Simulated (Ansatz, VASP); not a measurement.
# Cross-check of RbBeI3 between VASP and Ansatz, part 2 of 2

Aim: how closely do two programs agree when they are given the same cell, functional and k mesh? The cell is invented: As first built, before any earlier steps moved the atoms (in the runner's words): it takes the RbEuCl3 structure with some of its atoms replaced by other elements, volume scaled by an estimate. It may not be a known or stable phase. The cell is taken from a series of VASP runs on this material, whose earlier steps may have relaxed, scaled or displaced it; both programs get it as it stands.

VASP 6.6.1 and Ansatz 0.2.0.

So far: Starting point; VASP: relaxation of cell and atoms, r2SCAN.

### 3. Ansatz: relaxation of cell and atoms, r2SCAN

Level of this step: Ansatz beside VASP: Kohn-Sham DFT, plane waves, r2SCAN (Ansatz).

Ansatz runs on its default PAW (the set named soft_2) files.

The same cell, functional, mesh and smearing now go to Ansatz, which takes its cutoff from its data sets.

Contents of input.yaml:

```yaml
crystal:
  lattice:
    - [5.5474796309, 0.0, 0.0]
    - [0.0, 5.5474796309, 0.0]
    - [0.0, 0.0, 5.5474796309]
  atoms:
    - { symbol: I, position: [0.5, 0.0, 0.0] }
    - { symbol: I, position: [0.0, 0.5, 0.0] }
    - { symbol: I, position: [0.0, 0.0, 0.5] }
    - { symbol: Rb, position: [0.5, 0.5, 0.5] }
    - { symbol: Be, position: [0.0, 0.0, 0.0] }
hamiltonian:
  xc: r2scan
  pseudopotentials: { kind: paw }
kpoints:
  mp_grid: { grid: [4, 4, 4] }
scf:
  occupations: { method: fermi_dirac, width: 0.05 }
relax:
  f_tol: 0.01
  max_steps: 60
  cell: { stress_tol: 0.05 }
output:
  forces: true
  stress: true
  write_density: true
  write_potential: true
  elf: true
  volumetric_format: npy
```

Launch:

```bash
> ansatz run input.yaml --threads 4 --pin off --max-ram 9216MiB --backend cpu --events-out ev --progress --plain --runs-dir out
```

Numbers of over 12 decimals in the logs are rounded to 6 here.

Output:

```text
Engine: ansatz 0.2.0, x86_64-unknown-linux-gnu
Pseudopotentials: kind: paw
Pseudopotential: I, paw, valence charge 17, recommended cutoff 500 eV (meta_gga), I.paw.azcp
Pseudopotential: Rb, paw, valence charge 9, recommended cutoff 500 eV (meta_gga), Rb.paw.azcp
Pseudopotential: Be, paw, valence charge 2, recommended cutoff 500 eV (meta_gga), Be.paw.azcp
Functional definition: r2SCAN
  parameter k0 = 0.174
  parameter k1 = 0.065
  parameter a1 = 4.9479
  exchange = r2scan_x(k0 = k0, k1 = k1, a1 = a1)
  correlation = r2scan_c
Crystal: 5 atoms, lattice volume = 170.721 Å³
Basis set: ecut = 500 eV, 4385 PW (Γ), exchange–correlation on 180×180×180 points (64 copies of the dense FFT grid, shifted against one another)
Bands: 38, of which v1, the nominal top of the filled ones, is band 31 counted from 1 (30 counted from 0)
Symmetry: 48 space group operations
Space group: Pm-3m (ITA 221), of the structure as read, at distance tolerance 5.5e-5 Å
k-points: 10 of 64
Non-local potential: I, projectors of the file, l = 0: 2, l = 1: 2, l = 2: 2, l = 3: 2
Non-local potential: Rb, projectors of the file, l = 0: 3, l = 1: 2, l = 2: 2
Non-local potential: Be, projectors of the file, l = 0: 2, l = 1: 2, l = 2: 1
PAW form: soft (Blöchl's): semilocal exchange-correlation on the pseudo side does not see the compensation charge
PAW frozen core: I, regenerated for the run's functional (the file was generated under x = pbe(κ = 0.804, μ = 0.219515), c = pbe(β = 0.066725))
PAW frozen core: Rb, regenerated for the run's functional (the file was generated under x = pbe(κ = 0.804, μ = 0.219515), c = pbe(β = 0.066725))
PAW frozen core: Be, regenerated for the run's functional (the file was generated under x = pbe(κ = 0.804, μ = 0.219515), c = pbe(β = 0.066725))
PAW one-centre angular grid: I, 590 points (default); XC on 160 Gauss nodes
PAW one-centre angular grid: Rb, 302 points (default); XC on 160 Gauss nodes
PAW one-centre angular grid: Be, 302 points (default); XC on 255 of its mesh's 2635 points in the sphere
Initial density: superposition of atomic densities (neutral atoms: chi_scale 0, normalization atom), corrected by the library's trained network
Initial wavefunctions: pseudopotential atomic-orbital guess
Functional: x = r2scan, c = r2scan; τ floored in thin density (d = 2e-4 eV/Å³)
SCF iter   1: F=—  HF=-25959.214433 eV  |F-HF|=—  |Δ(HF+E_count)|=         —  Δρ=3.17e-3  dr2=2.46e-2  dr2_τ=6.78e-3  ethr=1.77e-3  ⟨swp⟩=11.6  Hψ=1937  notcnv=0  defer=1
preconditioner: auto → Resta (q_TF=auto, 2.304 Å⁻¹)  ε∞=2.9  [insulator: Δε(μ)=1.134 eV  Ē_g=11.332 eV  σ=0.050 eV  W_gap=0.88  n_scr=32 (ndim 8)  ℏωp=15.6 eV  f_vac=0.034  D(μ)=0.57/eV (n_scr^D=0)  ε∞_Penn≈2.9]
SCF iter   2: F=—  HF=-25959.262528 eV  |F-HF|=—  |Δ(HF+E_count)|=   4.81e-2  Δρ=1.94e-3  dr2=1.10e-2  dr2_τ=1.25e-4  ethr=3.97e-5  ⟨swp⟩=2.6  Hψ=677  notcnv=0  defer=20
SCF iter   3: F=—  HF=-25959.261484 eV  |F-HF|=—  |Δ(HF+E_count)|=   1.04e-3  Δρ=4.92e-4  dr2=1.03e-3  dr2_τ=1.95e-5  ethr=1.77e-5  ⟨swp⟩=2.9  Hψ=569  notcnv=0  defer=20
SCF iter   4: F=—  HF=-25959.261319 eV  |F-HF|=—  |Δ(HF+E_count)|=   1.65e-4  Δρ=1.74e-4  dr2=9.27e-5  dr2_τ=1.54e-6  ethr=1.66e-6  ⟨swp⟩=2.0  Hψ=461  notcnv=0  defer=20
SCF iter   5: F=—  HF=-25959.261287 eV  |F-HF|=—  |Δ(HF+E_count)|=   3.15e-5  Δρ=5.63e-5  dr2=1.12e-5  dr2_τ=1.02e-7  ethr=1.50e-7  ⟨swp⟩=2.7  Hψ=520  notcnv=0  defer=20
SCF iter   6: F=—  HF=-25959.261287 eV  |F-HF|=—  |Δ(HF+E_count)|=   7.35e-7  Δρ=1.65e-5  dr2=1.07e-6  dr2_τ=2.63e-9  ethr=1.81e-8  ⟨swp⟩=2.0  Hψ=474  notcnv=0  defer=20
SCF iter   7: F=-25959.261286 eV  HF=-25959.261286 eV  |F-HF|=1.85e-9  |Δ(HF+E_count)|=   1.20e-7  Δρ=1.74e-6  dr2=7.07e-9  dr2_τ=8.61e-10  ethr=1.61e-10  ⟨swp⟩=8.9  Hψ=2733  notcnv=0
SCF 1 converged in 7 iterations: F = -25959.261286 eV  dr2 = 7.07e-9
  greatest PAW one-centre occupation: 0.999 electrons in one spin orbital (limit 2), on the I atom at site 1 (counted from 0), in its partial waves of l = 2
relax step   1: F+E_penalty+E_count = -25959.26128645 eV  Δ(F+E_penalty+E_count) = +0.000e0 eV  max|allowed force component| = 1.430e-29 eV/Å  Δτ_max = 0.0000 Å  P = -0.220 GPa  Ω = 170.721 Å³  (7 SCF iters, dr2 threshold 1.00e-7 eV, accepted)
[...]
relax step   2: F+E_penalty+E_count = -25959.26247626 eV  Δ(F+E_penalty+E_count) = -1.190e-3 eV  max|allowed force component| = 9.164e-30 eV/Å  Δτ_max = 0.0000 Å  P = -0.008 GPa  Ω = 169.321 Å³  energy of the carried Pulay correction = +1.893e-4 eV  (5 SCF iters, dr2 threshold 1.21e-7 eV, accepted)
[...]
relax step   3: F+E_penalty+E_count = -25959.26228247 eV  Δ(F+E_penalty+E_count) = +1.938e-4 eV  max|allowed force component| = 6.843e-30 eV/Å  Δτ_max = 0.0000 Å  P = -0.008 GPa  Ω = 169.321 Å³  stress off target by 7.96e-3 GPa  SCF on the basis re-selected at this cell (its energy is not comparable with the rows above)  (5 SCF iters)
basis re-selected at this cell: Δ(F+E_penalty+E_count) = +1.938e-4 eV, ΔP = -0.000 GPa vs the last step (what re-selecting the basis moved, of the pressure what is left beyond the Pulay correction that the steps carried, after the strain that the cell walked since its last selection, with what the two solves' SCF thresholds leave and, on support functions, any second-order correction that the steps lacked; it is no m [...]
SCF converged after 5 iterations
Free energy (F): -25959.262282 eV
Harris-Foulkes:  -25959.262282 eV  (|F-HF|=2.18e-11)
Internal energy: -25959.256814 eV  (E = F + TS)
E sigma→0 (E₀):  -25959.259548 eV
Entropy (-TS):   -0.005468 eV (-1.094 meV/atom)
Fermi energy:    5.349725 eV
--- Per-component energies (eV) ---
  E_band       = -1251.559638
  E_kinetic    = 775.441698
  E_local      = -6613.763197  (includes V_loc(G=0)·N_el)
  E_nonlocal   = -95.995121
  E_hartree    = 3280.941965
  E_xc         = -505.021272
  E_vxc        = -590.347735  (∫ρ·V_xc dr)
  E_paw        = -17212.098894  (= ΣΔE_a)
  E_vpaw       = -1322.236023  (= ΣTr[D̂ρ^β])
  E_aug_tail   = -0.000091  (compensation charges beyond the density's cutoff)
  E_vtau       = 33.456846  (kinetic-family band-sum trace: ∫τ·v_τ [+ j·A + Jᵃ·Aᵃ] dr)
  E_ewald      = -5588.822107
  E_core_change = 0.060205  (= ΣΔE_core)
  E_smearing   = -0.005468  (= −TS)
  E_closure    = -0.000000  (closes the sum)
  Σ components = -25959.262282   (vs F -25959.262282, Δ=0.00e0)
--- Forces (eV/Å), atoms counted from 1 ---
  atom   1  I     -0.00000000    -0.00000000     0.00000000
  atom   2  I     -0.00000000     0.00000000    -0.00000000
  atom   3  I     -0.00000000     0.00000000    -0.00000000
  atom   4  Rb    -0.00000000    -0.00000000     0.00000000
  atom   5  Be     0.00000000    -0.00000000    -0.00000000
  max |Σ_I F_I| component: 1.05e-29 eV/Å
--- Stress (GPa, compression-positive) ---
       -0.007956       0.000000       0.000000
        0.000000      -0.007956       0.000000
        0.000000       0.000000      -0.007956
  P = ⅓ Tr σ = -0.0080 GPa (-0.080 kbar)
--- Band table (eV; the first three rows and the last of 10) ---
  k-point 0: bands = [... 27 lower, 4.1265, 4.6281, 4.6281, 4.6281, 5.2163, 9.7375, 10.2872, 10.2872, ... 3 higher]
  k-point 1: bands = [... 27 lower, 3.9047, 3.9301, 4.4549, 4.4549, 6.3358, 10.5213, 10.7636, 11.0164, ... 3 higher]
  k-point 2: bands = [... 27 lower, 3.6188, 3.7547, 4.3528, 4.3528, 8.1151, 9.0631, 11.2857, 11.7512, ... 3 higher]
  k-point 9: bands = [... 27 lower, 4.4258, 5.2433, 5.2433, 5.2433, 8.5918, 8.5918, 8.5918, 9.7421, ... 3 higher]
--- Relaxed structure (2 steps of the walk, 2 accepted, 1 SCFs on fresh bases) ---
  F+E_penalty+E_count = -25959.26228247 eV   max|allowed force component| = 6.843e-30 eV/Å   (the final SCF, on the basis selected at the relaxed cell)
  cell:  # Å, volume = 169.3208 Å³
    - [5.532271, 0, 0.0]
    - [0, 5.532271, 0.0]
    - [0, 0.0, 5.532271]
  atoms:
    - { symbol: I, position: [0.5, 0, 0] }
    - { symbol: I, position: [0, 0.5, 0] }
    - { symbol: I, position: [0, 0, 0.5] }
    - { symbol: Rb, position: [0.5, 0.5, 0.5] }
    - { symbol: Be, position: [0, 0, 0] }
```

Elapsed: 5 s, on 4 threads of Intel Xeon 6975P-C (Granite Rapids), shared host; peak memory 0.96 GiB.

### 4. Differences

Known differences besides the potentials themselves: VASP keeps PBE cores, Ansatz makes them for the functional; both relaxations stop at a tolerance, which leaves soft axes loose, and VASP keeps its plane-wave basis; the data sets hold 62 valence electrons in Ansatz (default PAW (the set named soft_2) files) and 32 in VASP; the cutoff is 500 eV in Ansatz and 520 eV in VASP; Ansatz adds a Pulay correction to the stress that steers its cell, VASP none. Total energies have different zeros and are not compared.

Both answers:

```tsv
quantity	Ansatz	VASP	difference
volume (Å³)	169.32	169.58	-0.15 %
edge a after relaxation, in the typed setting (Å)	5.532	5.535	-0.05 %
```

The walks stopped with -0.01 GPa left in Ansatz and -0.04 GPa in VASP; each walk ends within a tolerance, so the volume difference is uncertain by about these residues over the bulk modulus, most in soft cells.

### 5. Summary of results

```json
{"difference in volume (relaxation of cell and atoms, r2SCAN)": "-0.15 %"}
```

**Reading.** The difference in volume is -0.15 % (relaxation of cell and atoms, r2SCAN), within the 1.2 % picked in this series as the mark of a large difference, as far as the stopping tolerances let one tell. Such differences can come from data sets, numerical settings and the points named under the comparisons, not from the functional's error against experiment.

[Lines on the potential files, build, host, timing and source positions are cut from VASP's logs without a mark.]

[Logs are printed without paths, hosts, clocks, repeated set-up lines and the standing remarks that a program may print on its own settings, such as how far it seeks lower states.]

[Hosts, paths, dates, database ids (printed as entryN), source tags and the programs' standing remarks are cut or masked in the printed files.]
